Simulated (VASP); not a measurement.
OSZICAR of a VASP run on Ni$_{3}$Al (L1_2):

OSZICAR:
```
       N       E                     dE             d eps       ncg     rms          rms(c)
DAV:   1     0.170006201208E+03    0.17001E+03   -0.12248E+04  2956   0.164E+03
DAV:   2    -0.177068617934E+02   -0.18771E+03   -0.17985E+03  2940   0.328E+02
DAV:   3    -0.259040294174E+02   -0.81972E+01   -0.76720E+01  3305   0.936E+01
DAV:   4    -0.260478426659E+02   -0.14381E+00   -0.14321E+00  3379   0.110E+01
DAV:   5    -0.260526086757E+02   -0.47660E-02   -0.47643E-02  3519   0.191E+00    0.194E+01
DAV:   6    -0.240111763548E+02    0.20414E+01   -0.13863E+00  3572   0.186E+01    0.147E+01
DAV:   7    -0.220358281852E+02    0.19753E+01   -0.97398E+00  3444   0.491E+01    0.583E+00
DAV:   8    -0.220982485597E+02   -0.62420E-01   -0.33961E-01  3050   0.582E+00    0.582E+00
DAV:   9    -0.221005972490E+02   -0.23487E-02   -0.74611E-03  4178   0.960E-01    0.562E+00
DAV:  10    -0.219406081891E+02    0.15999E+00   -0.90544E-02  3401   0.390E+00    0.256E+00
DAV:  11    -0.219099554526E+02    0.30653E-01   -0.34038E-02  3636   0.243E+00    0.223E+00
DAV:  12    -0.219012625821E+02    0.86929E-02   -0.83711E-03  3441   0.851E-01    0.161E+00
DAV:  13    -0.218981109273E+02    0.31517E-02   -0.31561E-03  3766   0.651E-01    0.140E+00
DAV:  14    -0.218970157461E+02    0.10952E-02   -0.13643E-02  3607   0.116E+00    0.419E-01
DAV:  15    -0.218972968355E+02   -0.28109E-03   -0.92712E-04  3424   0.311E-01    0.257E-01
DAV:  16    -0.218972839607E+02    0.12875E-04   -0.41809E-04  3356   0.318E-01    0.152E-01
DAV:  17    -0.218972459752E+02    0.37985E-04   -0.42612E-04  3408   0.257E-01    0.117E-01
DAV:  18    -0.218972603170E+02   -0.14342E-04   -0.62633E-05  3393   0.108E-01    0.979E-02
DAV:  19    -0.218972734855E+02   -0.13168E-04   -0.46358E-05  3373   0.980E-02    0.658E-02
DAV:  20    -0.218972765452E+02   -0.30597E-05   -0.10540E-05  3239   0.423E-02    0.342E-02
DAV:  21    -0.218972740740E+02    0.24712E-05   -0.45372E-06  2848   0.308E-02    0.282E-02
DAV:  22    -0.218972731988E+02    0.87520E-06   -0.60142E-06  3177   0.200E-02
   1 F= -.21897273E+02 E0= -.21896838E+02  d E =-.130678E-02  mag=     0.7573
```

Q: Which electronic solver shows in the log?

A: It is blocked Davidson (ALGO = Normal, or the opening steps of other solvers). The INCAR had ALGO = Normal.

Q: How was spin treated?

A: Collinear spin (ISPIN = 2): the summary line carries one mag value, 0.76 μB in the cell.

Q: Can the final energy be trusted as converged?

A: The calculation finished and met its thresholds. It stopped with EDIFF = 1E-6, NELM = 100 (PBE GGA, plane waves, VASP's PBE PAW potentials (set 64)).

The compound is Ni3Al in the L1_2 structure. The cell was not relaxed at this level. The run is one of a series of settings (AMIX = 0.05, BMIX = 3.0, IMIX = 4 against the base run), some of them coarse on purpose.
